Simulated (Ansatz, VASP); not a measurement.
# Cross-check of Mg2Ir between VASP and Ansatz

Wanted: the spread between two codes on one cell, functional and k mesh. The cell is generated by rule, not measured, and may not be a known phase. The cell is taken from a series of runs on this material, whose earlier steps may have relaxed, scaled, displaced or heated it; both programs get it as it stands.

Program: Ansatz 0.2.0. Level of theory: plane waves, with VASP 6.6.1 beside it; PBEsol. Results are calculated unless marked as measured.

The structure was built from a prototype and need not be the compound's stable phase.

## Step 1: Set-up

The structure is cubic, space group Fm-3m (No. 225). Conventional cell: a = 6.155 Å, b = 6.155 Å, c = 6.155 Å, α = 90.00°, β = 90.00°, γ = 90.00°. Nearest to Mg lie 4 Ir at 2.66 Å. Nearest to Ir lie 8 Mg at 2.66 Å. Farther neighbours are not listed.

## Step 2: Ansatz: zone-centre phonons, PBEsol

Ansatz runs on its default PAW (the set named soft_2) files.

Second derivatives magnify differences that forces hide, and they need a tight electronic threshold.

Input file input.yaml:

```yaml
crystal:
  lattice:
    - [0.0, 3.0772568441, 3.0772568441]
    - [3.0772568441, 0.0, 3.0772568441]
    - [3.0772568441, 3.0772568441, 0.0]
  atoms:
    - { symbol: Mg, position: [0.75, 0.75, 0.75] }
    - { symbol: Mg, position: [0.25, 0.25, 0.25] }
    - { symbol: Ir, position: [0.0, 0.0, 0.0] }
kpoints:
  mp_grid: { grid: [10, 10, 10] }
hamiltonian:
  xc: pbesol
scf:
  occupations: { method: methfessel_paxton, width: 0.15 }
output:
  eigenvalues: true
phonons:
  method: dfpt
  qmesh: [2, 2, 2]
  temperatures: { t_max: 1000, t_step: 50 }
  qpath:
    path:
      - [[0.0, 0.0, 0.0], [0.5, 0.0, 0.5], [0.625, 0.25, 0.625]]
      - [[0.375, 0.375, 0.75], [0.0, 0.0, 0.0], [0.5, 0.5, 0.5], [0.5, 0.25, 0.75], [0.5, 0.0, 0.5]]
    npoints: 10
```

Command:

```sh
$ ansatz run input.yaml --threads 8 --pin off --max-ram 14336MiB --backend cpu --events-out ev --progress --plain --runs-dir out
```

Numbers of over 12 decimals in the logs are rounded to 6 here.

The log of the run:

```text
Engine: ansatz 0.2.0, aarch64-unknown-linux-gnu
Pseudopotentials: kind: paw
Pseudopotential: Mg, paw, valence charge 10, recommended cutoff 420 eV (normal), Mg.paw.azcp
Pseudopotential: Ir, paw, valence charge 17, recommended cutoff 420 eV (normal), Ir.paw.azcp
Functional definition: PBEsol
  exchange = pbesol_x
  correlation = pbesol_c
Crystal: 3 atoms, lattice volume = 58.280 Å³
Basis set: ecut = 420 eV, 1139 PW (Γ), exchange–correlation on 60×60×60 points (8 copies of the dense FFT grid, shifted against one another)
Bands: 23, of which v1, the nominal top of the filled ones, is band 19 counted from 1 (18 counted from 0)
Symmetry: 48 space group operations
k-points: 47 of 1000
Non-local potential: Mg, projectors of the file, l = 0: 3, l = 1: 2, l = 2: 1
Non-local potential: Ir, projectors of the file, l = 0: 3, l = 1: 2, l = 2: 2, l = 3: 1
PAW form: soft (Blöchl's): semilocal exchange-correlation on the pseudo side does not see the compensation charge
PAW frozen core: Mg, regenerated for the run's functional, and the local potential with it (the file was generated under x = pbe(κ = 0.804, μ = 0.219515), c = pbe(β = 0.066725))
PAW frozen core: Ir, regenerated for the run's functional, and the local potential with it (the file was generated under x = pbe(κ = 0.804, μ = 0.219515), c = pbe(β = 0.066725))
PAW one-centre angular grid: Mg, 110 points (default); XC on 64 Gauss nodes
PAW one-centre angular grid: Ir, 590 points (default); XC on 64 Gauss nodes
Initial density: superposition of atomic densities (neutral atoms: chi_scale 0, normalization atom), corrected by the library's trained network
Initial wavefunctions: pseudopotential atomic-orbital guess
Functional: x = pbesol(κ = 0.804, μ = 0.123457), c = pbesol(β = 0.046)
SCF iter   1: F=—  HF=-15623.107071 eV  |F-HF|=—  |Δ(HF+E_count)|=         —  Δρ=3.56e-3  dr2=5.37e-3  ethr=1.77e-3  ⟨swp⟩=5.0  Hψ=4244  notcnv=0
preconditioner: auto → LDOS  [metal: Δε(μ)=0.091 eV  Ē_g=6.434 eV  σ=0.150 eV  W_gap=0.47  n_scr=14 (ndim 8)  ℏωp=17.5 eV  f_vac=0.014  D(μ)=1.52/eV (n_scr^D=14)  β→1.0]
SCF iter   2: F=—  HF=-15623.107350 eV  |F-HF|=—  |Δ(HF+E_count)|=   2.79e-4  S|Δr|=    0.00e0  Δρ=1.37e-3  dr2=8.63e-4  ethr=1.45e-5  ⟨swp⟩=2.0  Hψ=2279  notcnv=0
SCF iter   3: F=—  HF=-15623.106993 eV  |F-HF|=—  |Δ(HF+E_count)|=   3.57e-4  S|Δr|=    0.00e0  Δρ=2.83e-4  dr2=5.39e-5  ethr=2.33e-6  ⟨swp⟩=2.0  Hψ=1887  notcnv=0
SCF iter   4: F=—  HF=-15623.106981 eV  |F-HF|=—  |Δ(HF+E_count)|=   1.19e-5  S|Δr|=    0.00e0  Δρ=5.18e-5  dr2=1.07e-6  ethr=1.46e-7  ⟨swp⟩=2.1  Hψ=1351  notcnv=0
SCF iter   5: F=—  HF=-15623.106985 eV  |F-HF|=—  |Δ(HF+E_count)|=   3.63e-6  S|Δr|=    0.00e0  Δρ=1.32e-5  dr2=1.50e-7  ethr=2.89e-9  ⟨swp⟩=2.0  Hψ=1885  notcnv=0
SCF iter   6: F=—  HF=-15623.106985 eV  |F-HF|=—  |Δ(HF+E_count)|=   1.24e-8  S|Δr|=    0.00e0  Δρ=4.41e-6  dr2=1.46e-8  ethr=4.04e-10  ⟨swp⟩=1.2  Hψ=1111  notcnv=0
SCF iter   7: F=—  HF=-15623.106985 eV  |F-HF|=—  |Δ(HF+E_count)|=  7.49e-10  S|Δr|=    0.00e0  Δρ=5.55e-7  dr2=2.13e-10  ethr=3.93e-11  ⟨swp⟩=2.2  Hψ=1388  notcnv=0
SCF iter   8: F=-15623.106985 eV  HF=-15623.106985 eV  |F-HF|=1.64e-11  |Δ(HF+E_count)|=  5.46e-12  S|Δr|=    0.00e0  Δρ=6.38e-8  dr2=3.19e-12  ethr=1.00e-12  ⟨swp⟩=5.7  Hψ=5110  notcnv=0
SCF 1 converged in 8 iterations: F = -15623.106985 eV  dr2 = 3.19e-12
  greatest PAW one-centre occupation: 1.000 electrons in one spin orbital (limit 2), on the Mg atom at site 1 (counted from 0), in its partial waves of l = 0
phonons: the bands overlap, so this run is a metal and interpolates without the dipole-dipole term. If the crystal is really an insulator or semiconductor, its LO-TO splitting is missing
NSCF: frozen V_eff on 47 k-points
WARN: eigensolver did not converge (k=18): 1 band(s) unlocked after 20 sweeps at ethr=1.26e-12 eV (storage-precision floor; scheduled 1.00e-12 eV) (lowest unlocked band 22, counted from 0; max residual 1.47e-5 eV among the unlocked bands, 1.47e-5 eV over every band; other slots of this pass that fall short are told together in one closing line; warning suppressed until the next SCF loop or pass starts)
NSCF: frozen V_eff on 102 k-points
DFPT response loops at q = (0, 0, 0) (fractional): preconditioner auto → Kerker (q_TF=auto, 2.529 Å⁻¹) (partly filled bands, converged f_vac=0.014); β = 1.00, the filter's whole step (`scf.mixing.beta` (0.50) is not read by the response loops under this deck's `scf.mixing.preconditioner`; to damp them name `kerker` or `kerker_dos`, under which they read `scf.mixing.beta`, and type it under 1.00, their step now; both keys bind the ground state too); Broyden in place of MSR1
NSCF: frozen V_eff on 564 k-points
DFPT response loops at q = (0, 0, -0.5) (fractional): mixed as the last ones told, above
NSCF: frozen V_eff on 342 k-points
DFPT response loops at q = (0, -0.5, -0.5) (fractional): mixed as the last ones told, above
SCF converged after 8 iterations
Stability not checked: this state was not tested for a lower state beside it, because cold or Methfessel-Paxton smearing, or corrected tetrahedra, fill the levels in a way that the test cannot read (fill_not_monotonic; see scf.lower_state_search)
Free energy (F): -15623.106985 eV
Harris-Foulkes:  -15623.106985 eV  (|F-HF|=1.64e-11)
Internal energy: -15623.105092 eV  (E = F + TS)
E sigma→0 (E₀):  -15623.106512 eV
Entropy (-TS):   -0.001892 eV (-0.631 meV/atom)
Fermi energy:    9.138097 eV
--- Per-component energies (eV) ---
  E_band       = -939.827657
  E_kinetic    = 778.260077
  E_local      = -5037.633851  (includes V_loc(G=0)·N_el)
  E_nonlocal   = 271.665323
  E_hartree    = 1854.893770
  E_xc         = -323.456070
  E_vxc        = -373.589408  (∫ρ·V_xc dr)
  E_paw        = -9651.530449  (= ΣΔE_a)
  E_vpaw       = -288.317405  (= ΣTr[D̂ρ^β])
  E_aug_tail   = 0.000062  (compensation charges beyond the density's cutoff)
  E_ewald      = -3515.686963
  E_core_change = 0.383009  (= ΣΔE_core)
  E_smearing   = -0.001892  (= −TS)
  E_closure    = -0.000000  (closes the sum)
  Σ components = -15623.106985   (vs F -15623.106985, Δ=0.00e0)
--- Band table (eV; the first three rows and the last of 47) ---
  k-point 0: bands = [... 15 lower, 7.1801, 8.0760, 8.0760, 14.5995, 14.5995, 14.5995, 17.2854, 17.6038]
  k-point 1: bands = [... 15 lower, 7.2172, 8.0626, 8.0626, 13.4585, 14.4701, 14.4701, 16.9431, 17.7578]
  k-point 2: bands = [... 15 lower, 7.2997, 8.0559, 8.0559, 11.6372, 14.0932, 14.0932, 16.5517, 17.4286]
  k-point 46: bands = [... 15 lower, 7.0474, 8.2045, 8.4302, 9.0596, 9.7279, 10.8826, 16.1417, 16.9308]
--- Phonons (Γ-DFPT): 2 representative perturbations + reference (Σ response iterations 6) ---
  ASR residual: 4.973e-5 → 0.000e0 eV/Å²; symmetrization residual: 5.390e-6 eV/Å²
  ASR residual per site (eV/Å²): 2.42e-5 2.42e-5 4.97e-5
  Γ frequencies (cm⁻¹): 0.00 0.00 0.00 221.35 221.35 221.35 294.50 294.50 294.50
--- Phonons (arbitrary-q DFPT): 3 irreducible q on the 2×2×2 mesh ---
  q = [0.0000, 0.0000, 0.0000] (star 1, of the zone-centre solve; hermiticity 1.54e-6, symmetrization 6.52e-13): -0.00 -0.00 0.00 221.35 221.35 221.35 294.50 294.50 294.50
  q = [0.0000, 0.0000, -0.5000] (star 4, 2 solved perturbations on 282 of 1000 k-point pairs; hermiticity 6.18e-7, symmetrization 5.04e-13): 55.79 55.79 97.55 237.89 242.77 242.77 254.13 256.46 256.46
  q = [0.0000, -0.5000, -0.5000] (star 3, 4 solved perturbations in 546 linear systems a pass and spin channel, the states on 171 of 1000 k-point pairs; hermiticity 9.95e-7, symmetrization 3.28e-13): 71.33 71.33 110.83 185.45 194.57 194.57 271.78 271.78 308.79
  sum rule: each row above includes the acoustic sum rule's correction from the zone centre's row sums; it moved no ω² by more than (0.52 cm⁻¹)²
  mesh force constants: q→R imaginary residual 3.04e-17; ASR residual 4.973e-5 → 0.000e0 eV/Å²; symmetrization residual 1.066e-14 eV/Å²
  interpolated dispersion: 62 rows × 9 modes
  density of states and harmonic sums: on the 18×18×18 q-mesh, interpolated from the force constants of a 2×2×2 supercell (no non-analytic term)
  largest difference from the sums on the solved wave vectors: F 8.19e-2 eV, S 1.14e-4 and C_V 3.23e-5 eV/K
  zero-point energy: 0.104949 eV/cell   skipped modes (ω ≤ 0): 3   left out of the sums: 5.72e-5 of the cell's modes: C_V's classical limit lies that fraction below 3 k_B per atom; for a crystal, a wire or a layer, F and S can be off by more, and a phonons.interpolated_qmesh denser along its periods is the remedy for the sampling
```

The column dr2 measures how far the density is from self-consistency, as an energy; F and HF (Harris–Foulkes) agree once it is small.

(Part 1 of 2 ends here.)

[Lines on the potential files, build, host, timing and source positions are cut from VASP's logs without a mark.]

[Logs are printed without paths, hosts, clocks, repeated set-up lines and the standing remarks that a program may print on its own settings, such as how far it seeks lower states.]

[Hosts, paths, dates, database ids (printed as entryN), source tags and the programs' standing remarks are cut or masked in the printed files.]
